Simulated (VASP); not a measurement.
## How biaxial strain in the (0001) plane changes Os

Wanted: the elastic response of Os to biaxial strain in the (0001) plane, with a fit that predicts a row left out.

Method: r2SCAN; plane waves and PAW (Os), in the first sound run; inputs show where later runs differ, in VASP 6.6.1.

## Step 1: Set-up

It takes space group P6_3/mmc (No. 194, hexagonal). Conventional cell: a = 2.740 Å, b = 2.740 Å, c = 4.326 Å, α = 90.00°, β = 90.00°, γ = 120.00°. Nearest to Os lie 12 Os at 2.68 to 2.74 Å.

Coordinates:

```cif
data_structure
_symmetry_space_group_name_H-M 'P 1'
_symmetry_Int_Tables_number 1
_cell_length_a 2.7400
_cell_length_b 2.7400
_cell_length_c 4.3265
_cell_angle_alpha 90.000
_cell_angle_beta 90.000
_cell_angle_gamma 120.000
_cell_volume 28.13
loop_
_atom_site_label
_atom_site_type_symbol
_atom_site_fract_x
_atom_site_fract_y
_atom_site_fract_z
_atom_site_occupancy
Os1 Os 0.00000 0.00000 0.00000 1
Os2 Os 0.33333 0.66667 0.50000 1
```

## Step 2: Relax the crystal, r2SCAN

The series starts from the cell that this level prefers, so that zero strain is near zero stress.

Level: r2SCAN; plane waves and PAW (Os).

INCAR reads:

```
SYSTEM = Os
PREC = Accurate
ENCUT = 450
EDIFF = 1E-07
NELM = 120
ISMEAR = 1
SIGMA = 0.15
LREAL = .FALSE.
ALGO = Normal
METAGGA = R2SCAN
LASPH = .TRUE.
NBANDS = 14
LORBIT = 11
LWAVE = .FALSE.
LCHARG = .FALSE.
KPAR = 8
IBRION = 2
NSW = 40
ISIF = 3
EDIFFG = -0.005
POTIM = 0.4
```

POSCAR reads:

```
Os
1.0
    2.7400000000      0.0000000000      0.0000000000
   -1.3700000000      2.3729096064      0.0000000000
    0.0000000000      0.0000000000      4.3264600000
Os
2
Direct
    0.0000000000      0.0000000000      0.0000000000
    0.3333333333      0.6666666667      0.5000000000
```

KPOINTS reads:

```
Automatic mesh
0
Gamma
25 25 14
0 0 0
```

Potentials, in the order of the species: Os (PBE family, release 64).

Launch:

```
$ mpirun -np 8 vasp_std
```

Log:

```text
[banner, memory and clock lines left out]
running    8 mpi-ranks, on    1 nodes
[...]
|                                                                             |
|           W    W    AA    RRRRR   N    N  II  N    N   GGGG   !!!           |
|           W    W   A  A   R    R  NN   N  II  NN   N  G    G  !!!           |
|           W    W  A    A  R    R  N N  N  II  N N  N  G       !!!           |
|           W WW W  AAAAAA  RRRRR   N  N N  II  N  N N  G  GGG   !            |
|           WW  WW  A    A  R   R   N   NN  II  N   NN  G    G                |
|           W    W  A    A  R    R  N    N  II  N    N   GGGG   !!!           |
|                                                                             |
|     For optimal performance we recommend to set                             |
|       NCORE = 2 up to number-of-cores-per-socket                            |
|     NCORE specifies how many cores store one orbital (NPAR=cpu/NCORE).      |
|     This setting can greatly improve the performance of VASP for DFT.       |
[...]
POSCAR, INCAR and KPOINTS ok, starting setup
[...]
entering main loop
       N       E                     dE             d eps       ncg     rms          rms(c)
DAV:   1     0.975256629750E+01    0.97526E+01   -0.72267E+03 15488   0.100E+03
DAV:   2    -0.104083922770E+03   -0.11384E+03   -0.10108E+03 15022   0.344E+02
DAV:   3    -0.108671071583E+03   -0.45871E+01   -0.44219E+01 19198   0.591E+01
DAV:   4    -0.108707500372E+03   -0.36429E-01   -0.36380E-01 15772   0.551E+00
[...]
DAV:  12    -0.106004862529E+03    0.17304E-05   -0.29474E-07 18610   0.702E-03    0.105E-03
DAV:  13    -0.106004862146E+03    0.38286E-06   -0.21760E-08  8648   0.175E-03    0.135E-04
DAV:  14    -0.106004862223E+03   -0.77220E-07   -0.37324E-09  8120   0.564E-04
   1 F= -.10600486E+03 E0= -.10600423E+03  d E =-.106005E+03
[... from here on, the cycles between the ionic steps are left out ...]
   2 F= -.10600419E+03 E0= -.10600354E+03  d E =0.673807E-03
   3 F= -.10600500E+03 E0= -.10600436E+03  d E =-.137057E-03
   4 F= -.10600500E+03 E0= -.10600436E+03  d E =-.136895E-03
   5 F= -.10600499E+03 E0= -.10600434E+03  d E =0.977185E-05
   6 F= -.10600502E+03 E0= -.10600437E+03  d E =-.184339E-04
[...]
reached required accuracy - stopping structural energy minimisation
```

The job ended after 2.2 min (8 MPI ranks of Intel Xeon 6975P-C (Granite Rapids), shared host; peak memory 2 GiB).

Lines that name or quote the potential files are left out of all logs, and their timing lines are given in words.

OUTCAR, selected parts (step 2):

```text
  Total        0.0037175      0.0037175      0.0022656     -0.0000000     -0.0000000      0.0000000
  in kB        0.2119886      0.2119886      0.1291961     -0.0000000     -0.0000000      0.0000000
  external PRESSURE =       0.1843911 kB  Pullay stress =       0.0000000 kB

 POSITION                                       TOTAL-FORCE (eV/Angst)
 -----------------------------------------------------------------------------------
      0.00000     -0.00000      4.32025         0.000000     -0.000000      0.000000
     -0.00000      1.58213      2.16013        -0.000000      0.000000      0.000000
 -----------------------------------------------------------------------------------
    total drift:                                0.000000     -0.000000     -0.000000

  FREE ENERGIE OF THE ION-ELECTRON SYSTEM (eV)
  ---------------------------------------------------
  free  energy   TOTEN  =      -106.0050175519 eV

  energy  without entropy=     -106.0030890114  energy(sigma->0) =     -106.00437471

 reached required accuracy - stopping structural energy minimisation

[... 3 further parts left out ...]
[key lines of the parts left out:]
E-fermi :   9.2010
```

Read from the output:

```
energy(sigma→0) of the program : -106.0044 eV
stress, compression positive   : xx, yy, zz 0.02, 0.02, 0.01 GPa
volume                         : 28.096 Å³
ionic steps                    : 6
```

## Step 3: Strain along the normal, r2SCAN

One member in full: the plane is strained by -1.5 %, and the strain along the normal is moved by secant steps until the normal stress is under 0.012 GPa or five steps are spent; the atoms relax at each step.

This step took 4 runs, each at a new trial strain with the atoms of the one before; the last is shown.

Level: r2SCAN; plane waves and PAW (Os).

INCAR, as its differences from that of step 2:

```diff
@@ -15,7 +15,7 @@
 LCHARG = .FALSE.
-KPAR = 8
-IBRION = 2
-NSW = 40
-ISIF = 3
-EDIFFG = -0.005
-POTIM = 0.4
+KPAR = 2
+IBRION = 1
+NSW = 25
+ISIF = 2
+EDIFFG = -0.004
+POTIM = 0.3
```

POSCAR reads:

```
Os
1.0
    2.6992256410      0.0000000000      0.0000000000
   -1.3496128200      2.3375979750      0.0000000000
    0.0000000000      0.0000000000      4.3576204500
Os
2
Direct
    0.0000000000      0.0000000000      0.0000000000
    0.3333333333      0.6666666667      0.5000000000
```

KPOINTS is that of step 2.

Launch:

```
$ mpirun -np 2 vasp_std
```

Log:

```text
[banner, memory and clock lines left out]
running    2 mpi-ranks, on    1 nodes
[...]
[... a notice as in an earlier step ...]

 LDA part: xc-table for (None), standard interpolation
 POSCAR, INCAR and KPOINTS ok, starting setup
[...]
entering main loop
       N       E                     dE             d eps       ncg     rms          rms(c)
DAV:   1     0.108029494376E+02    0.10803E+02   -0.72082E+03 15488   0.100E+03
DAV:   2    -0.104022215372E+03   -0.11483E+03   -0.10192E+03 15034   0.347E+02
DAV:   3    -0.108534905397E+03   -0.45127E+01   -0.43623E+01 19164   0.592E+01
DAV:   4    -0.108569437384E+03   -0.34532E-01   -0.34477E-01 15880   0.542E+00
[...]
DAV:  13    -0.105967980766E+03    0.41490E-06   -0.46391E-08  8738   0.247E-03    0.161E-04
DAV:  14    -0.105967980929E+03   -0.16299E-06   -0.68704E-09  8060   0.104E-03    0.227E-04
DAV:  15    -0.105967980952E+03   -0.23765E-07   -0.71287E-10  7730   0.272E-04
   1 F= -.10596798E+03 E0= -.10596749E+03  d E =-.105968E+03
 BRION: g(F)=  0.573E-49 g(S)=  0.000E+00
 reached required accuracy - stopping structural energy minimisation
```

Wall time 2.1 min (2 MPI ranks); peak memory 0.48 GiB.

OUTCAR, selected parts (step 3):

```text
  Total        2.4958131      2.4958131     -0.0000857      0.0000000     -0.0000000      0.0000000
  in kB      145.4334244    145.4334244     -0.0049946      0.0000000     -0.0000000      0.0000000
  external PRESSURE =      96.9539514 kB  Pullay stress =       0.0000000 kB

 POSITION                                       TOTAL-FORCE (eV/Angst)
 -----------------------------------------------------------------------------------
      0.00000      0.00000      0.00000        -0.000000      0.000000      0.000000
      0.00000      1.55840      2.17881         0.000000     -0.000000      0.000000
 -----------------------------------------------------------------------------------
    total drift:                               -0.000000      0.000000     -0.000000

  FREE ENERGIE OF THE ION-ELECTRON SYSTEM (eV)
  ---------------------------------------------------
  free  energy   TOTEN  =      -105.9679809523 eV

  energy  without entropy=     -105.9665082685  energy(sigma->0) =     -105.96749006

[... 2 parts as in an earlier step ...]

[... 2 further parts left out ...]
[key lines of the parts left out:]
E-fermi :   9.5311
```

This run gave:

* energy(sigma→0) of the program: -105.9675 eV
* stress, compression positive: xx, yy, zz 14.54, 14.54, 0.00 GPa
* ionic steps: 1

## Step 4: The whole series

The other members went through these steps as far as the tables show, with the same cutoff and, step by step, the same mesh; 30 runs are not shown. The session took 2.5 core hours (wall time by ranks) on a shared machine.

```csv
in-plane strain (%),strain along the normal (%),"in-plane stress, tension positive (GPa)","energy above the unstrained row, extrapolated to no smearing (meV/atom)"
-2.000,1.155,-20.006,33.380
-1.500,0.865,-14.543,18.439
-1.000,0.573,-9.420,8.061
-0.500,0.285,-4.584,1.983
0,0.000,-0.020,0.000
0.500,-0.285,4.259,1.895
1.000,-0.572,8.257,7.405
1.500,-0.857,?,?
2.000,-1.137,15.574,28.416
```

## Step 5: A fit to the known rows

Fitting a parabola to the 8 known rows (e: strain in %) gives stress = − 0.5465 e² + 8.878 e − 0.02495 in GPa; the residuals are 0.030 GPa r.m.s.

For the withheld row, e = 1.5, the fit gives 12.062 GPa.

## Step 6: The withheld row

The calculation gives 12.019 GPa, so the prediction is 0.043 GPa too high, within twice the residual of the fit.

Slopes at zero strain, from cubics through all rows: strain ratio -0.573, stress over strain 882 GPa. For (0001) the ratio is −2C₁₃/C₃₃.

## Step 7: Outcome

```json
{
 "error of the predicted stress": "0.043 GPa",
 "ratio of normal to in-plane strain": "-0.573",
 "biaxial modulus": "882 GPa"
}
```

**Reading.** As a check, the curvature of the energy gives 880 GPa for the same modulus (energy per volume = M × strain²), 0 % from the slope of the stress. These are static values: temperature and zero-point motion are left out. In a metal the slopes also depend on mesh and smearing, which were held through the series.

[Lines on the potential files, build, host, timing and source positions are cut from VASP's logs without a mark.]

[Logs are printed without paths, hosts, clocks, repeated set-up lines and the standing remarks that a program may print on its own settings, such as how far it seeks lower states.]

[Hosts, paths, dates, database ids (printed as entryN), source tags and the programs' standing remarks are cut or masked in the printed files.]

[In band tables of VASP the shares of atoms and orbitals are scaled to a sum of 1 inside the atoms' spheres.]
